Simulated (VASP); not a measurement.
Level of theory: PBEsol GGA, VASP's PBE PAW potentials (set 64) (plane waves; VASP).

The input files of a VASP run:

INCAR:
```
ALGO = Normal
EDIFF = 1E-7
ENCUT = 400
GGA = PS
ISIF = 2
ISMEAR = -5
LASPH = .TRUE.
LCHARG = .TRUE.
LEFG = .TRUE.
LMAXMIX = 4
LORBIT = 11
LREAL = .FALSE.
LWAVE = .FALSE.
NEDOS = 601
NELM = 100
PREC = Accurate
SYSTEM = CoSi2
```

### KPOINTS
```
Automatic mesh
0
Gamma
10 10 14
0 0 0
```

File POSCAR:
```
CoSi2
1
    4.1193556832    -0.0000000375    -0.0000000000
   -2.0596773928     3.5674666285     0.0000000000
    0.0000000000    -0.0000000000     2.4758646874
Co Si
1 2
Direct
  1.0000000000   1.0000000000   0.0000000000
  0.3333330000   0.6666670000   0.5000000000
  0.6666670000   0.3333330000   0.5000000000
```

POTCAR, in this order: Co Si (PBE.64 set). Program: vasp_std.

The resulting files:

File OSZICAR:
```
       N       E                     dE             d eps       ncg     rms          rms(c)
DAV:   1     0.556138695726E+02    0.55614E+02   -0.59366E+03  2768   0.109E+03
DAV:   2    -0.168413982882E+02   -0.72455E+02   -0.67656E+02  2720   0.230E+02
DAV:   3    -0.206427006799E+02   -0.38013E+01   -0.34777E+01  3576   0.557E+01
DAV:   4    -0.207442276221E+02   -0.10153E+00   -0.99522E-01  3168   0.838E+00
DAV:   5    -0.207471060474E+02   -0.28784E-02   -0.28612E-02  3452   0.147E+00    0.167E+01
DAV:   6    -0.343382442135E+02   -0.13591E+02   -0.88279E+01  3096   0.196E+02    0.365E+01
DAV:   7    -0.190580965700E+02    0.15280E+02   -0.29119E+01  3288   0.147E+02    0.771E+00
DAV:   8    -0.185861343618E+02    0.47196E+00   -0.43690E+00  3940   0.314E+01    0.256E+00
DAV:   9    -0.185688751507E+02    0.17259E-01   -0.24234E-01  3840   0.718E+00    0.570E-01
DAV:  10    -0.185661878881E+02    0.26873E-02   -0.78817E-03  3872   0.181E+00    0.206E-01
DAV:  11    -0.185659624279E+02    0.22546E-03   -0.51940E-04  2912   0.203E-01    0.653E-02
DAV:  12    -0.185659705487E+02   -0.81208E-05   -0.14653E-05  3544   0.397E-02    0.276E-02
DAV:  13    -0.185659637241E+02    0.68246E-05   -0.71375E-06  4048   0.459E-02    0.881E-03
DAV:  14    -0.185659625537E+02    0.11704E-05   -0.18879E-06  4144   0.216E-02    0.213E-03
DAV:  15    -0.185659625585E+02   -0.48558E-08   -0.95520E-08  1524   0.345E-03
   1 F= -.18565963E+02 E0= -.18565963E+02  d E =0.000000E+00
```

File OUTCAR:
```
------------------------ aborting loop because EDIFF is reached ----------------------------------------
  FORCE on cell =-STRESS in cart. coord.  units (eV):
  Direction    XX          YY          ZZ          XY          YZ          ZX
  --------------------------------------------------------------------------------------
  Total       -0.0630187     -0.0630187     -0.0233266     -0.0000000      0.0000000     -0.0000000
  in kB       -2.7750078     -2.7750077     -1.0271763     -0.0000003      0.0000000     -0.0000000
  external PRESSURE =      -2.1923973 kB  Pullay stress =       0.0000000 kB
  volume of cell :       36.38
      direct lattice vectors                 reciprocal lattice vectors
     4.119355683 -0.000000037  0.000000000     0.242756412  0.140155451  0.000000000
    -2.059677393  3.567466629  0.000000000     0.000000003  0.280310963  0.000000000
     0.000000000  0.000000000  2.475864687     0.000000000  0.000000000  0.403899294
 POSITION                                       TOTAL-FORCE (eV/Angst)
 -----------------------------------------------------------------------------------
      0.00000      0.00000      0.00000         0.000000      0.000000      0.000000
     -0.00000      2.37831      1.23793         0.000000     -0.000000     -0.000000
      2.05968      1.18915      1.23793        -0.000000      0.000000      0.000000
 -----------------------------------------------------------------------------------
    total drift:                               -0.000000      0.000000     -0.000000
  FREE ENERGIE OF THE ION-ELECTRON SYSTEM (eV)
  ---------------------------------------------------
  free  energy   TOTEN  =       -18.5659625585 eV

  energy  without entropy=      -18.5659625585  energy(sigma->0) =      -18.56596256

 total charge

# of ion       s       p       d       tot
------------------------------------------
    1        0.374   0.413   7.477   8.264
    2        0.776   0.857   0.000   1.633
    3        0.776   0.857   0.000   1.633
--------------------------------------------------
tot          1.925   2.128   7.477  11.530

 Electric field gradients after diagonalization (V/A^2)
 (convention: |V_zz| > |V_xx| > |V_yy|)
----------------------------------------------------------------------
 ion       V_xx      V_yy      V_zz     asymmetry (V_yy - V_xx)/ V_zz
----------------------------------------------------------------------
   1      13.782    13.777   -27.559       0.000
   2      -4.662    -4.662     9.324       0.000
   3      -4.662    -4.662     9.324       0.000
```
(Selected blocks of OUTCAR.)

For a metal the tetrahedron method with Blöchl corrections gives inexact stress and forces.

The structure was generated: CoSi2 was put into the AlB2 type (P6/mmm), which need not be its known phase. It was relaxed first, which changed the volume by -51 %. The run is not spin-polarised, so no magnetic state was tried. The electron count is odd and the run is not spin-polarised, which forces a metal.
